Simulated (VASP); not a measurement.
Output of a VASP run:

OSZICAR:
```
       N       E                     dE             d eps       ncg     rms          rms(c)
DAV:   1     0.198920838438E+03    0.19892E+03   -0.17086E+04   440   0.146E+03
DAV:   2    -0.368331635310E+02   -0.23575E+03   -0.22943E+03   488   0.345E+02
DAV:   3    -0.499042834469E+02   -0.13071E+02   -0.13026E+02   530   0.813E+01
DAV:   4    -0.500219841619E+02   -0.11770E+00   -0.11766E+00   464   0.758E+00
DAV:   5    -0.500230550256E+02   -0.10709E-02   -0.10708E-02   542   0.673E-01    0.828E+00
DAV:   6    -0.461406306074E+02    0.38824E+01   -0.56218E+00   440   0.344E+01    0.756E+00
DAV:   7    -0.439552124006E+02    0.21854E+01   -0.15111E+00   440   0.109E+01    0.528E+00
DAV:   8    -0.463833007451E+02   -0.24281E+01   -0.48435E+00   446   0.183E+01    0.360E+00
DAV:   9    -0.438126386941E+02    0.25707E+01   -0.30054E+00   440   0.151E+01    0.607E-01
DAV:  10    -0.437510466958E+02    0.61592E-01   -0.64231E-02   506   0.195E+00    0.528E-01
DAV:  11    -0.438188366356E+02   -0.67790E-01   -0.11886E-02   440   0.987E-01    0.217E-01
DAV:  12    -0.438183857359E+02    0.45090E-03   -0.97529E-03   440   0.104E+00    0.163E-01
DAV:  13    -0.438298223637E+02   -0.11437E-01   -0.78564E-03   440   0.778E-01    0.958E-02
DAV:  14    -0.438305748267E+02   -0.75246E-03   -0.17263E-04   568   0.118E-01    0.570E-02
DAV:  15    -0.438310702907E+02   -0.49546E-03   -0.16158E-04   440   0.101E-01    0.656E-02
DAV:  16    -0.438314947874E+02   -0.42450E-03   -0.22619E-04   500   0.146E-01    0.291E-02
DAV:  17    -0.438314824283E+02    0.12359E-04   -0.16207E-05   458   0.368E-02    0.272E-02
DAV:  18    -0.438315187972E+02   -0.36369E-04   -0.34071E-05   470   0.523E-02    0.895E-03
DAV:  19    -0.438315204198E+02   -0.16225E-05   -0.38659E-06   414   0.184E-02    0.673E-03
DAV:  20    -0.438315218676E+02   -0.14478E-05   -0.36248E-07   322   0.584E-03    0.138E-03
DAV:  21    -0.438315239828E+02   -0.21152E-05   -0.36466E-07   220   0.546E-03    0.677E-04
DAV:  22    -0.438315239291E+02    0.53674E-07   -0.86246E-08   220   0.210E-03
   1 F= -.43831524E+02 E0= -.43831524E+02  d E =-.438315E+02
```

**OUTCAR**
```
------------------------ aborting loop because EDIFF is reached ----------------------------------------
  FORCE on cell =-STRESS in cart. coord.  units (eV):
  Direction    XX          YY          ZZ          XY          YZ          ZX
  --------------------------------------------------------------------------------------
  Total        0.0010620      0.0010620     -0.0218242      0.0000000      0.0000000      0.0000000
  in kB        0.0142778      0.0142778     -0.2934055      0.0000000      0.0000000      0.0000000
  external PRESSURE =      -0.0882833 kB  Pullay stress =       0.0000000 kB
  volume of cell :      119.17
      direct lattice vectors                 reciprocal lattice vectors
     2.194409363 -3.800828257  0.000000000     0.227851744 -0.131550274  0.000000000
     2.194409363  3.800828257  0.000000000     0.227851744  0.131550274  0.000000000
     0.000000000  0.000000000  7.144214285     0.000000000  0.000000000  0.139973405
  FREE ENERGIE OF THE ION-ELECTRON SYSTEM (eV)
  ---------------------------------------------------
  free  energy   TOTEN  =       -43.8315239291 eV

  energy  without entropy=      -43.8315239291  energy(sigma->0) =      -43.83152393

 reached required accuracy - stopping structural energy minimisation
```
(Selected blocks of OUTCAR.)

### POSCAR
```
CdSe
1
    2.1944093625    -3.8008282574     0.0000000000
    2.1944093625     3.8008282574     0.0000000000
    0.0000000000     0.0000000000     7.1442142854
Cd Se
2 2
Direct
  0.6666670000   0.3333330000   0.4999793100
  0.3333330000   0.6666670000   0.9999793100
  0.6666670000   0.3333330000   0.8760206900
  0.3333330000   0.6666670000   0.3760206900
```

**Question.** Reconstruct the remaining input files.

**Answer.** This is not unique; one that fits is the input of the run itself, TPSS meta-GGA, plane waves, VASP's PBE PAW potentials (set 64).

**KPOINTS**
```
Automatic mesh
0
Gamma
5 5 3
0 0 0
```

**INCAR**
```
! general
SYSTEM  = CdSe
PREC    = Accurate
ENCUT   = 520
LREAL   = .FALSE.
LASPH   = .TRUE.   ! aspherical one-centre terms

! electronic loop
EDIFF   = 1E-6
NELM    = 100
ALGO    = Normal   ! blocked Davidson
LMAXMIX = 4   ! l cut-off of mixed one-centre charges
LMIXTAU = .TRUE.

! smearing
ISMEAR  = 0
SIGMA   = 0.05   ! width (eV)

! functional
METAGGA = TPSS

! ions
IBRION  = 2   ! conjugate gradients
NSW     = 60
ISIF    = 3   ! ions, shape and volume
EDIFFG  = -0.02

! output
LWAVE   = .FALSE.
LCHARG  = .FALSE.
```

POTCAR, in this order: Cd Se (PBE.64 set). Program: vasp_std.

The compound is CdSe in the wurtzite structure. It was relaxed first, which changed the volume by +6 %. The start is the result of an earlier pass.
